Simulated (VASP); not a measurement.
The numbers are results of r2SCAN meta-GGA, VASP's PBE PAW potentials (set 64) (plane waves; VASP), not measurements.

Input for VASP

**INCAR**
```
SYSTEM = CeO2
PREC = Accurate
ENCUT = 520
EDIFF = 1E-7
NELM = 100
ALGO = Normal
LREAL = .FALSE.
LASPH = .TRUE.
ISMEAR = -5
METAGGA = R2SCAN
LMIXTAU = .TRUE.
LMAXMIX = 6
LWAVE = .FALSE.
LCHARG = .FALSE.
LORBIT = 11
NEDOS = 601
ISIF = 2
LEFG = .TRUE.
```

### KPOINTS
```
Automatic mesh
0
Gamma
8 8 8
0 0 0
```

**POSCAR**
```
CeO2
4.5209860
  0.3858651497   0.2227793766   0.8952526191
 -0.3858651497   0.2227793766   0.8952526191
  0.0000000000  -0.4455587532   0.8952526191
Ce O
1 2
direct
  0.9960353626   0.9960353626   0.9960353626
  0.7633754143   0.7633754143   0.7633754143
  0.5738892231   0.5738892231   0.5738892231
```

File KPOINTS_OPT:
```
k-points along high-symmetry lines
8
Line-mode
Reciprocal
  0.000000   0.000000   0.000000 ! GAMMA
 -0.500000  -0.500000  -0.500000 ! T

 -0.500000  -0.500000  -0.500000 ! T
 -0.500000  -0.181490  -0.818510 ! H_2

 -0.181490   0.181490  -0.500000 ! H_0
  0.000000   0.000000  -0.500000 ! L

  0.000000   0.000000  -0.500000 ! L
  0.000000   0.000000   0.000000 ! GAMMA

  0.000000   0.000000   0.000000 ! GAMMA
  0.000000   0.340745  -0.340745 ! S_0

 -0.340745   0.000000  -0.659255 ! S_2
 -0.500000   0.000000  -0.500000 ! F

 -0.500000   0.000000  -0.500000 ! F
  0.000000   0.000000   0.000000 ! GAMMA
```

POTCAR, in this order: Ce O (PBE.64 set). Program: vasp_std.

What VASP printed:

File OSZICAR:
```
       N       E                     dE             d eps       ncg     rms          rms(c)
DAV:   1     0.207282856213E+03    0.20728E+03   -0.11899E+04  2088   0.201E+03
DAV:   2    -0.266492962564E+02   -0.23393E+03   -0.22635E+03  3264   0.320E+02
DAV:   3    -0.639299158489E+02   -0.37281E+02   -0.35447E+02  2760   0.156E+02
DAV:   4    -0.656174066150E+02   -0.16875E+01   -0.16871E+01  3240   0.338E+01
DAV:   5    -0.657020621042E+02   -0.84655E-01   -0.84646E-01  3352   0.704E+00    0.280E+01
DAV:   6    -0.543355305992E+02    0.11367E+02   -0.76615E+01  3296   0.533E+01    0.220E+01
DAV:   7    -0.533908985233E+02    0.94463E+00   -0.14870E+02  3408   0.114E+02    0.164E+01
DAV:   8    -0.516396996174E+02    0.17512E+01   -0.49958E+00  3120   0.248E+01    0.714E+00
DAV:   9    -0.514240512179E+02    0.21565E+00   -0.42903E+00  3520   0.163E+01    0.180E+00
DAV:  10    -0.509118505118E+02    0.51220E+00   -0.61943E-01  2768   0.855E+00    0.146E+00
DAV:  11    -0.513878641217E+02   -0.47601E+00   -0.35736E-01  3456   0.458E+00    0.452E-01
DAV:  12    -0.512290647428E+02    0.15880E+00   -0.21732E-01  3504   0.475E+00    0.165E+00
DAV:  13    -0.513934461803E+02   -0.16438E+00   -0.39878E-01  3208   0.636E+00    0.984E-01
DAV:  14    -0.513773985221E+02    0.16048E-01   -0.50009E-02  3328   0.204E+00    0.293E-01
DAV:  15    -0.513907375270E+02   -0.13339E-01   -0.48740E-03  2848   0.688E-01    0.257E-01
DAV:  16    -0.513928795921E+02   -0.21421E-02   -0.24268E-03  3264   0.514E-01    0.116E-01
DAV:  17    -0.513926672140E+02    0.21238E-03   -0.61077E-04  3536   0.230E-01    0.440E-02
DAV:  18    -0.513928382243E+02   -0.17101E-03   -0.26584E-04  3424   0.133E-01    0.224E-02
DAV:  19    -0.513928617789E+02   -0.23555E-04   -0.72096E-05  3208   0.717E-02    0.233E-02
DAV:  20    -0.513928639229E+02   -0.21440E-05   -0.19061E-05  3304   0.444E-02    0.654E-03
DAV:  21    -0.513928653672E+02   -0.14443E-05   -0.32937E-06  3280   0.164E-02    0.208E-03
DAV:  22    -0.513928654934E+02   -0.12617E-06   -0.58071E-07  2688   0.748E-03    0.157E-03
DAV:  23    -0.513928655149E+02   -0.21512E-07   -0.89737E-08  1936   0.373E-03
   1 F= -.51392866E+02 E0= -.51392866E+02  d E =0.000000E+00
       N       E                     dE             ncg
```

OUTCAR:
```
------------------------ aborting loop because EDIFF is reached ----------------------------------------
  FORCE on cell =-STRESS in cart. coord.  units (eV):
  Direction    XX          YY          ZZ          XY          YZ          ZX
  --------------------------------------------------------------------------------------
  Total        0.0634995      0.0634995     -0.0305958      0.0000000     -0.0000000      0.0000000
  in kB        2.3843712      2.3843718     -1.1488539      0.0000000     -0.0000000      0.0000000
  external PRESSURE =       1.2066297 kB  Pullay stress =       0.0000000 kB
  volume of cell :       42.67
      direct lattice vectors                 reciprocal lattice vectors
     1.744490940  1.007182443  4.047424557     0.286616565  0.165478129  0.082356898
    -1.744490940  1.007182443  4.047424557    -0.286616565  0.165478129  0.082356898
     0.000000000 -2.014364886  4.047424557     0.000000000 -0.330956259  0.082356898
 POSITION                                       TOTAL-FORCE (eV/Angst)
 -----------------------------------------------------------------------------------
      0.00000      0.00000     12.09413         0.000000     -0.000000     -0.001714
      0.00000      0.00000      9.26911         0.000000      0.000000      0.011770
      0.00000      0.00000      6.96832         0.000000     -0.000000     -0.010056
 -----------------------------------------------------------------------------------
    total drift:                               -0.000000      0.000021      0.000089
  FREE ENERGIE OF THE ION-ELECTRON SYSTEM (eV)
  ---------------------------------------------------
  free  energy   TOTEN  =       -51.3928655149 eV

  energy  without entropy=      -51.3928655149  energy(sigma->0) =      -51.39286551

 total charge

# of ion       s       p       d       f       tot
--------------------------------------------------
    1        2.077   5.795   0.940   0.931   9.742
    2        1.586   3.407   0.000   0.000   4.993
    3        1.592   3.422   0.000   0.000   5.014
--------------------------------------------------
tot          5.255  12.623   0.940   0.931  19.749

 Electric field gradients after diagonalization (V/A^2)
 (convention: |V_zz| > |V_xx| > |V_yy|)
----------------------------------------------------------------------
 ion       V_xx      V_yy      V_zz     asymmetry (V_yy - V_xx)/ V_zz
----------------------------------------------------------------------
   1      35.420    35.416   -70.836       0.000
   2       3.325     3.325    -6.650       0.000
   3      16.694    16.694   -33.387       0.000
```
(Selected blocks of OUTCAR.)

OUTCAR:
```
 val. band max:        5.6294140999   @ k =   0.0000   0.0000   0.0000

 cond. band min:       6.0211529057   @ k =   0.5000   0.5000   0.5000


 Fermi energy:         5.6872687012

 k-point     1 :       0.0000    0.0000    0.0000
  band No.  band energies     occupation
      1     -29.5755      2.00000
      2     -13.6131      2.00000
      3     -12.7644      2.00000
      4     -11.0314      2.00000
      5     -11.0314      2.00000
      6      -8.7675      2.00000
      7       0.4775      2.00000
      8       2.2482      2.00000
      9       2.2482      2.00000
     10       2.7033      2.00000
     11       2.7033      2.00000
     12       5.6294      2.00000
     13       6.0984      0.00000
     14       6.7580      0.00000
     15       6.9193      0.00000
     16       6.9193      0.00000

 k-point     2 :       0.1250    0.0000    0.0000
  band No.  band energies     occupation
      1     -29.5291      2.00000
      2     -13.6800      2.00000
      3     -13.1524      2.00000
      4     -11.1047      2.00000
      5     -10.6040      2.00000
      6      -9.0099      2.00000
      7       0.6071      2.00000
      8       2.2296      2.00000
      9       2.2912      2.00000
     10       2.8179      2.00000
     11       2.9072      2.00000
     12       5.5736      2.00000
     13       6.2069      0.00000
     14       6.7335      0.00000
     15       6.8864      0.00000
     16       6.9260      0.00000

 k-point     3 :       0.2500    0.0000    0.0000
  band No.  band energies     occupation
      1     -29.4139      2.00000
      2     -14.4161      2.00000
      3     -13.0278      2.00000
      4     -11.2750      2.00000
      5     -10.0832      2.00000
      6      -9.5454      2.00000
      7       0.7922      2.00000
      8       2.1647      2.00000
      9       2.4056      2.00000
     10       3.3425      2.00000
     11       3.3684      2.00000
     12       5.4062      2.00000
     13       6.3912      0.00000
...
```

The structure was generated: CeO2 was put into the 3R-MoS2 type (R3m), which need not be its known phase. It was relaxed first, which changed the volume by -11 %. The run is not spin-polarised, so no magnetic state was tried.
